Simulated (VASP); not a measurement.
Consider the following.

```
Al2Pt
1.0
    0.00000     2.94714     2.94714
    2.94714     0.00000     2.94714
    2.94714     2.94714     0.00000
Al Pt
2 1
Direct
  0.25000   0.25000   0.25000
  0.75000   0.75000   0.75000
  0.00000   0.00000   0.00000
```

Calculation: PBEsol GGA, VASP's PBE PAW potentials (set 64) (plane waves; VASP). Run with 480 eV cut-off, 8×8×8 Γ-centred mesh, first-order Methfessel-Paxton smearing of 0.10 eV, potentials Al Pt.

Energy and stress use the plane-wave basis of the starting cell.

Question: The ions, cell shape and volume at an external pressure of 5.0 GPa are relaxed. Give the cell that the relaxation ends in.

Answer: 
```
Al2Pt
1.0
    0.00000     2.91550     2.91550
    2.91550     0.00000     2.91550
    2.91550     2.91550     0.00000
Al Pt
2 1
Cartesian
  1.45775   1.45775   1.45775
  4.37325   4.37325   4.37325
  0.00000   0.00000   0.00000
```
Space group Fm-3m (225), at a tolerance of 0.03 Å.

Question: How do energy and volume change from the first to the last step?

Answer: The energy (σ→0) changes by +8.3 meV/atom and the volume by -3.2 %, in 3 ionic steps.

The compound is PtAl2 in the fluorite structure. This run relaxes it under an external pressure of 5 GPa. Symmetry was kept, so distortions that lower it aren't found.
